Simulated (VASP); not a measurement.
# GW on GaN, part 2 of 4

How does the gap of GaN change from the starting functional to GW? The cell is of the zinc-blende type. The start is a computed cell from the Materials Project.

VASP 6.6.1, plane waves and PAW; the level of theory is named at each step.

So far, least gap on mesh and path (eV): step 2 (ground state) 1.70.

**4. G0W0, bands in the sums 24**

This step: G0W0 on PBE; plane waves and PAW (Ga_d_GW, N_GW) (VASP 6.6.1).

G0W0 keeps orbitals and screening fixed and shifts each of the lowest NBANDSGW levels once.

File INCAR:

```
SYSTEM = GaN
PREC = Accurate
ENCUT = 450
ISMEAR = 0
SIGMA = 0.01
LREAL = .FALSE.
GGA = PE
NBANDS = 24
ALGO = EVGW0
NELMGW = 1
ENCUTGW = 200
NOMEGA = 64
PRECFOCK = Fast
NBANDSGW = 24
LWAVE = .FALSE.
LCHARG = .FALSE.
```

File POSCAR:

```
GaN
1.0
    0.0000000000      2.2535006075      2.2535006075
    2.2535006075      0.0000000000      2.2535006075
    2.2535006075      2.2535006075      0.0000000000
Ga N
1 1
Direct
    0.0000000000      0.0000000000      0.0000000000
    0.2500000000      0.2500000000      0.2500000000
```

File KPOINTS:

```
Automatic mesh
0
Gamma
4 4 4
0 0 0
```

Potentials, in the order of the species: Ga_d_GW and N_GW (PBE family, release 64).

Started as:

```sh
$ mpirun -np 8 vasp_std
```

What it wrote:

```text
[banner, memory and clock lines left out]
running    8 mpi-ranks, on    1 nodes
 distrk:  each k-point on    8 cores,    1 groups
 distr:  one band on    1 cores,    8 groups

 POSCAR found type information on POSCAR GaN
 POSCAR found :  2 types and       2 ions
 [... a notice as in an earlier step ...]

|                                                                             |
|           W    W    AA    RRRRR   N    N  II  N    N   GGGG   !!!           |
|           W    W   A  A   R    R  NN   N  II  NN   N  G    G  !!!           |
|           W    W  A    A  R    R  N N  N  II  N N  N  G       !!!           |
|           W WW W  AAAAAA  RRRRR   N  N N  II  N  N N  G  GGG   !            |
|           WW  WW  A    A  R   R   N   NN  II  N   NN  G    G                |
|           W    W  A    A  R    R  N    N  II  N    N   GGGG   !!!           |
|                                                                             |
|     The default for ENCUTGWSOFT is different in this version of VASP.       |
|     please manually set ENCUTGWSOFT =200 in the INCAR file.                 |
|                                                                             |

 LDA part: xc-table for (Slater+PW92), standard interpolation
 found WAVECAR, reading the header
 POSCAR, INCAR and KPOINTS ok, starting setup
 FFT: planning ... GRIDC
 FFT: planning ... GRID_SOFT
 FFT: planning ... GRID
 reading WAVECAR
 the WAVECAR file was read successfully
 initial charge from wavefunction
 available memory per node:     70.14 GB, setting MAXMEM to     71822

 The Fermi energy was updated, please check that it is located mid-gap
 values below the HOMO (VB) or above the LUMO (CB) will cause erroneous energies
 E-fermi :   5.9930

 calculate exact exchange contribution
 the WAVEDER file was read successfully
energies w=
    0.000    0.000    0.604    0.000    1.206    0.000    1.806    0.000
    2.402    0.000    2.993    0.000    3.577    0.000    4.155    0.000
    4.726    0.000    5.289    0.000    5.844    0.000    6.392    0.000
    6.932    0.000    7.465    0.000    7.991    0.000    8.511    0.000
    9.026    0.000    9.536    0.000   10.042    0.000   10.545    0.000
   11.046    0.000   11.547    0.000   12.048    0.000   12.550    0.000
   13.055    0.000   13.564    0.000   14.079    0.000   14.600    0.000
   15.130    0.000   15.670    0.000   16.222    0.000   16.789    0.000
   17.371    0.000   17.973    0.000   18.596    0.000   19.244    0.000
   19.920    0.000   20.629    0.000   21.374    0.000   22.160    0.000
   22.996    0.000   23.885    0.000   24.838    0.000   25.863    0.000
   26.973    0.000   28.180    0.000   29.503    0.000   30.960    0.000
   32.578    0.000   34.387    0.000   36.428    0.000   38.752    0.000
   41.424    0.000   44.533    0.000   48.200    0.000   52.589    0.000
   57.941    0.000   64.608    0.000   73.139    0.000   84.433    0.000
  100.071    0.000  123.116    0.000  160.386    0.000  230.735    0.000
 responsefunction array rank=     176
 LDA part: xc-table for (Slater+PW92), standard interpolation

 min. memory requirement per mpi rank     92.0 MB, per node    735.7 MB

 allocating   8 responsefunctions rank=   176
 shmem allocating  64 responsefunctions rank=   176
 response function shared by NCSHMEM nodes    1
 Doing            8  frequencies on each core in blocks of           64
NQ=   1    0.0000    0.0000    0.0000,
|.........|.........|.........|.........|.........|.........|.........|.........
 performed         26000 updates of chi_q(r,r)
 total number of BLAS operations          6.05 Gflops
NQ=   2    0.2500    0.0000    0.0000,
|.........|.........|.........|.........|.........|.........|.........|.........
 performed         84000 updates of chi_q(r,r)
 total number of BLAS operations         16.63 Gflops
NQ=   3    0.5000    0.0000    0.0000,
|.........|.........|.........|.........|.........|.........|.........|.........
 performed        133000 updates of chi_q(r,r)
 total number of BLAS operations         26.27 Gflops
NQ=   4    0.2500    0.2500    0.0000,
|.........|.........|.........|.........|.........|.........|.........|.........
 performed        191000 updates of chi_q(r,r)
 total number of BLAS operations         36.71 Gflops
NQ=   5    0.5000    0.2500    0.0000,
|.........|.........|.........|.........|.........|.........|.........|.........
 performed        275000 updates of chi_q(r,r)
 total number of BLAS operations         50.85 Gflops
NQ=   6   -0.2500    0.2500    0.0000,
|.........|.........|.........|.........|.........|.........|.........|.........
 performed        349000 updates of chi_q(r,r)
 total number of BLAS operations         63.27 Gflops
NQ=   7    0.5000    0.5000    0.0000,
|.........|.........|.........|.........|.........|.........|.........|.........
 performed        391000 updates of chi_q(r,r)
 total number of BLAS operations         70.95 Gflops
NQ=   8   -0.2500    0.5000    0.2500,
|.........|.........|.........|.........|.........|.........|.........|.........
 performed        447000 updates of chi_q(r,r)
 total number of BLAS operations         80.31 Gflops
 resolving degeneracies of screened two electron integrals

 calculate QP shifts <psi_nk| G(iteration)W_0 |psi_nk>: iteration 1
 entering main loop
```

It took 8.4 s on 8 MPI ranks of Intel Xeon Platinum 8259CL at 2.50GHz (Skylake/Cascade Lake), shared host; peak memory 1.2 GiB.

OUTCAR, selected parts (step 4):

```text
The static configuration has the point symmetry T_d .

 Found      8 irreducible k-points:

   k-points           NKPTS =      8   k-points in BZ     NKDIM =     64   number of bands    NBANDS=     24

   NELECT =      18.0000    total number of electrons

 E-fermi :   5.9930

 QP shifts <psi_nk| G(iteration)W_0 |psi_nk>: iteration 1
 for sc-GW calculations column KS-energies equals QP-energies in previous step
 and V_xc(KS)=  KS-energies - (<T + V_ion + V_H > + <T+V_H+V_ion>^1  + <V_x>^1)
 k-point   1 :       0.0000    0.0000    0.0000
  band No.  KS-energies  QP-energies   sigma(KS)   V_xc(KS)     V^pw_x(r,r')   Z            occupation Imag(sigma)
    ...
      6      -8.0792     -11.1621     -26.0016     -21.8068     -35.1914       0.7349       2.0000       0.2067
      7       5.1406       5.2445     -17.5906     -17.7294     -21.5295       0.7486       2.0000       0.0917
      8       5.1406       5.2445     -17.5906     -17.7294     -21.5295       0.7486       2.0000       0.0917
      9       5.1406       5.2445     -17.5906     -17.7294     -21.5295       0.7486       2.0000       0.0917
     10       6.8453       7.9426     -11.9366     -13.3575      -8.7499       0.7722       0.0000      -0.0699
     11      15.3934      16.7906      -9.6272     -11.4239      -5.3195       0.7777       0.0000      -0.1215
     12      15.3934      16.7906      -9.6272     -11.4239      -5.3195       0.7777       0.0000      -0.1215
     13      15.3934      16.7906      -9.6272     -11.4239      -5.3195       0.7777       0.0000      -0.1215
    ...

 k-point   2 :       0.2500    0.0000    0.0000
  band No.  KS-energies  QP-energies   sigma(KS)   V_xc(KS)     V^pw_x(r,r')   Z            occupation Imag(sigma)
    ...
      6      -8.0177     -10.6348     -24.0310     -20.4368     -33.0106       0.7281       2.0000       0.3632
      7       1.2679       0.9576     -15.5766     -15.1516     -19.9361       0.7302       2.0000       0.1425
      8       4.6193       4.6603     -17.1670     -17.2217     -21.1445       0.7491       2.0000       0.0980
      9       4.6193       4.6603     -17.1670     -17.2217     -21.1445       0.7491       2.0000       0.0980
     10       9.1848      10.4620     -12.0258     -13.6880      -8.5462       0.7683       0.0000      -0.0802
     11      13.8967      15.3086     -10.9691     -12.8257      -6.6529       0.7605       0.0000      -0.1254
     12      15.8510      17.2304      -9.8735     -11.6619      -5.4303       0.7713       0.0000      -0.1464
     13      15.8510      17.2304      -9.8735     -11.6619      -5.4303       0.7713       0.0000      -0.1464
    ...

 k-point   3 :       0.5000    0.0000    0.0000
  band No.  KS-energies  QP-energies   sigma(KS)   V_xc(KS)     V^pw_x(r,r')   Z            occupation Imag(sigma)
    ...
      6      -6.8008      -8.8420     -22.7320     -19.9090     -31.4122       0.7231       2.0000       0.4793
      7      -1.9214      -2.3568     -13.5857     -12.9728     -18.6141       0.7104       2.0000       0.2980
      8       4.1709       4.1653     -16.8574     -16.8498     -20.8972       0.7468       2.0000       0.1034
      9       4.1709       4.1653     -16.8574     -16.8498     -20.8972       0.7468       2.0000       0.1034
     10       9.7499      11.0282     -10.9236     -12.5594      -7.2095       0.7815       0.0000      -0.0835
     11      13.8566      15.2183     -12.2314     -14.0994      -7.5298       0.7290       0.0000      -0.1565
     12      15.4497      16.6899      -9.7712     -11.3706      -5.4401       0.7754       0.0000      -0.1408
     13      15.4497      16.6899      -9.7712     -11.3706      -5.4401       0.7754       0.0000      -0.1408
    ...

[... 7 parts as in an earlier step ...]

[... 5 further parts left out ...]
```

This step gave:

* quasiparticle gap on the mesh: 2.698 eV
* smallest direct quasiparticle gap on the mesh: 2.698 eV
* gap of the starting orbitals on the mesh: 1.705 eV

GW takes the gap from 1.705 to 2.698 eV. Spin-orbit coupling is left out. The value holds for 24 bands, ENCUTGW = 200 eV and this mesh, and isn't shown to be converged in them.

**5. Empty bands**

This step: PBE; plane waves and PAW (Ga_d_GW, N_GW) (VASP 6.6.1).

The empty bands are made again, for the run that follows.

File INCAR:

```
SYSTEM = GaN
PREC = Accurate
ENCUT = 450
ISMEAR = 0
SIGMA = 0.01
LREAL = .FALSE.
GGA = PE
NBANDS = 40
ALGO = Exact
NELM = 1
LWAVE = .TRUE.
LCHARG = .FALSE.
LOPTICS = .TRUE.
NEDOS = 1000
CSHIFT = 0.1
```

POSCAR is that of step 4.

KPOINTS is that of step 4.

Started as:

```sh
$ mpirun -np 8 vasp_std
```

What it wrote:

```text
[banner, memory and clock lines left out]
running    8 mpi-ranks, on    1 nodes
[...]
[... a notice as in an earlier step ...]

 LDA part: xc-table for (Slater+PW92), standard interpolation
 found WAVECAR, reading the header
  number of bands has changed, file:    15 present:    40
  trying to continue reading WAVECAR, but it might fail
 POSCAR, INCAR and KPOINTS ok, starting setup
[...]
reading WAVECAR
 random initialization beyond band           15
 the WAVECAR file was read successfully
 initial charge from wavefunction
 entering main loop
       N       E                     dE             d eps       ncg     rms          rms(c)
DIA:   1    -0.120669973523E+02   -0.12067E+02    0.00000E+00     0   0.000E+00
   1 F= -.12066997E+02 E0= -.12066997E+02  d E =-.421081E-11
 writing wavefunctions
 optical routines
 imaginary and real dielectric function
 recalculating local potential from charge density
 direction            1
 direction            2
 direction            3
```

It took 1.8 s on 8 MPI ranks; peak memory 0.88 GiB; 9.8 s of CPU time.

Parts of OUTCAR (step 5):

```text
  Total        0.4985414      0.4985414      0.4985414     -0.0000000     -0.0000000     -0.0000000
  in kB       34.8986653     34.8986653     34.8986653     -0.0000000     -0.0000000     -0.0000000
  external PRESSURE =      34.8986653 kB  Pullay stress =       0.0000000 kB

 POSITION                                       TOTAL-FORCE (eV/Angst)
 -----------------------------------------------------------------------------------
      0.00000      0.00000      0.00000         0.000000     -0.000000      0.000000
      1.12675      1.12675      1.12675        -0.000000      0.000000     -0.000000
 -----------------------------------------------------------------------------------
    total drift:                                0.000016      0.000016      0.000016

  FREE ENERGIE OF THE ION-ELECTRON SYSTEM (eV)
  ---------------------------------------------------
  free  energy   TOTEN  =       -12.0669973523 eV

  energy  without entropy=      -12.0669973523  energy(sigma->0) =      -12.06699735

[... 1 part as in an earlier step ...]

[... 2 further parts left out ...]
[key lines of the parts left out:]
E-fermi :   5.1830
```

WAVECAR now holds 40 bands for 18 electrons.

**6. G0W0, bands in the sums 40**

This step: G0W0 on PBE; plane waves and PAW (Ga_d_GW, N_GW) (VASP 6.6.1).

The sums now run over 40 bands at the same response cutoff.

File INCAR:

```
SYSTEM = GaN
PREC = Accurate
ENCUT = 450
ISMEAR = 0
SIGMA = 0.01
LREAL = .FALSE.
GGA = PE
NBANDS = 40
ALGO = EVGW0
NELMGW = 1
ENCUTGW = 200
NOMEGA = 64
PRECFOCK = Fast
NBANDSGW = 24
LWAVE = .FALSE.
LCHARG = .FALSE.
```

POSCAR is that of step 5.

KPOINTS is that of step 5.

Started as:

```sh
$ mpirun -np 8 vasp_std
```

What it wrote:

```text
[banner, memory and clock lines left out]
running    8 mpi-ranks, on    1 nodes
[...]
[... a notice as in an earlier step ...]

 [... a notice as in an earlier step ...]

 LDA part: xc-table for (Slater+PW92), standard interpolation
 found WAVECAR, reading the header
 POSCAR, INCAR and KPOINTS ok, starting setup
[...]
reading WAVECAR
 the WAVECAR file was read successfully
 initial charge from wavefunction
 available memory per node:     70.39 GB, setting MAXMEM to     72076

 The Fermi energy was updated, please check that it is located mid-gap
 values below the HOMO (VB) or above the LUMO (CB) will cause erroneous energies
 E-fermi :   5.9930

 calculate exact exchange contribution
 the WAVEDER file was read successfully
energies w=
    0.000    0.000    0.557    0.000    1.114    0.000    1.667    0.000
    2.217    0.000    2.763    0.000    3.302    0.000    3.836    0.000
    4.363    0.000    4.883    0.000    5.395    0.000    5.901    0.000
[...]
total number of BLAS operations         47.96 Gflops
NQ=   4    0.2500    0.2500    0.0000,
|.........|.........|.........|.........|.........|.........|.........|.........
 performed        348000 updates of chi_q(r,r)
 total number of BLAS operations         66.58 Gflops
NQ=   5    0.5000    0.2500    0.0000,
|.........|.........|.........|.........|.........|.........|.........|.........
 performed        495000 updates of chi_q(r,r)
 total number of BLAS operations         91.31 Gflops
NQ=   6   -0.2500    0.2500    0.0000,
|.........|.........|.........|.........|.........|.........|.........|.........
 performed        626000 updates of chi_q(r,r)
 total number of BLAS operations        113.16 Gflops
NQ=   7    0.5000    0.5000    0.0000,
|.........|.........|.........|.........|.........|.........|.........|.........
 performed        703000 updates of chi_q(r,r)
 total number of BLAS operations        127.20 Gflops
NQ=   8   -0.2500    0.5000    0.2500,
|.........|.........|.........|.........|.........|.........|.........|.........
 performed        803000 updates of chi_q(r,r)
 total number of BLAS operations        143.95 Gflops
 resolving degeneracies of screened two electron integrals

 calculate QP shifts <psi_nk| G(iteration)W_0 |psi_nk>: iteration 1
 entering main loop
```

The job ended after 9.8 s (8 MPI ranks; peak memory 1.2 GiB; 73 s of CPU time).

From OUTCAR (step 6):

```text
 QP shifts <psi_nk| G(iteration)W_0 |psi_nk>: iteration 1
 for sc-GW calculations column KS-energies equals QP-energies in previous step
 and V_xc(KS)=  KS-energies - (<T + V_ion + V_H > + <T+V_H+V_ion>^1  + <V_x>^1)
 k-point   1 :       0.0000    0.0000    0.0000
  band No.  KS-energies  QP-energies   sigma(KS)   V_xc(KS)     V^pw_x(r,r')   Z            occupation Imag(sigma)
    ...
      6      -8.0792     -10.7572     -25.5403     -21.8068     -35.1914       0.7173       2.0000       0.1347
      7       5.1406       4.9451     -17.9903     -17.7294     -21.5295       0.7493       2.0000       0.0812
      8       5.1406       4.9451     -17.9903     -17.7294     -21.5295       0.7493       2.0000       0.0812
      9       5.1406       4.9451     -17.9903     -17.7294     -21.5295       0.7493       2.0000       0.0812
     10       6.8453       7.6652     -12.2938     -13.3575      -8.7499       0.7708       0.0000      -0.0657
     11      15.3934      16.3607     -10.1703     -11.4239      -5.3195       0.7717       0.0000      -0.1129
     12      15.3934      16.3607     -10.1703     -11.4239      -5.3195       0.7717       0.0000      -0.1129
     13      15.3934      16.3607     -10.1703     -11.4239      -5.3195       0.7717       0.0000      -0.1129
    ...

[... 1 part as in an earlier step ...]

[... 2 further parts left out ...]
[key lines of the parts left out:]
E-fermi :   5.9930
```

The gap is now 2.720 eV, +22 meV against the GW run before. Spin-orbit coupling is left out.

**7. Empty bands**

This step: PBE; plane waves and PAW (Ga_d_GW, N_GW) (VASP 6.6.1).

The empty bands are made again, for the run that follows.

File INCAR:

```
SYSTEM = GaN
PREC = Accurate
ENCUT = 450
ISMEAR = 0
SIGMA = 0.01
LREAL = .FALSE.
GGA = PE
NBANDS = 48
ALGO = Exact
NELM = 1
LWAVE = .TRUE.
LCHARG = .FALSE.
LOPTICS = .TRUE.
NEDOS = 1000
CSHIFT = 0.1
```

POSCAR is that of step 6.

KPOINTS is that of step 6.

Started as:

```sh
$ mpirun -np 8 vasp_std
```

What it wrote:

```text
[banner, memory and clock lines left out]
running    8 mpi-ranks, on    1 nodes
[...]
[... a notice as in an earlier step ...]

 LDA part: xc-table for (Slater+PW92), standard interpolation
 found WAVECAR, reading the header
  number of bands has changed, file:    15 present:    48
  trying to continue reading WAVECAR, but it might fail
 POSCAR, INCAR and KPOINTS ok, starting setup
[...]
reading WAVECAR
 random initialization beyond band           15
 the WAVECAR file was read successfully
 initial charge from wavefunction
 entering main loop
       N       E                     dE             d eps       ncg     rms          rms(c)
[... 1 cycle as in an earlier step ...]
   1 F= -.12066997E+02 E0= -.12066997E+02  d E =-.116513E-71
 writing wavefunctions
 optical routines
 imaginary and real dielectric function
 recalculating local potential from charge density
 direction            1
 direction            2
 direction            3
```

The job ended after 2 s (8 MPI ranks; peak memory 0.88 GiB; 11 s of CPU time).

From OUTCAR (step 7):

```text
 POSITION                                       TOTAL-FORCE (eV/Angst)
 -----------------------------------------------------------------------------------
      0.00000      0.00000      0.00000         0.000000      0.000000     -0.000000
      1.12675      1.12675      1.12675        -0.000000     -0.000000      0.000000
 -----------------------------------------------------------------------------------
    total drift:                                0.000016      0.000016      0.000016

[... 4 parts as in an earlier step ...]

[... 2 further parts left out ...]
[key lines of the parts left out:]
E-fermi :   5.2661
```

WAVECAR now holds 48 bands for 18 electrons.

(Part 2 of 4 ends here.)

[Lines on the potential files, build, host, timing and source positions are cut from VASP's logs without a mark.]

[Logs are printed without paths, hosts, clocks, repeated set-up lines and the standing remarks that a program may print on its own settings, such as how far it seeks lower states.]

[Hosts, paths, dates, database ids (printed as entryN), source tags and the programs' standing remarks are cut or masked in the printed files.]

[Measured values are set beside computed ones only where the two were judged alike; some that the calculation misses by far are left out.]

[Pressures printed for these runs are not shown converged in the cutoff: they can be off by several GPa and have the wrong sign.]
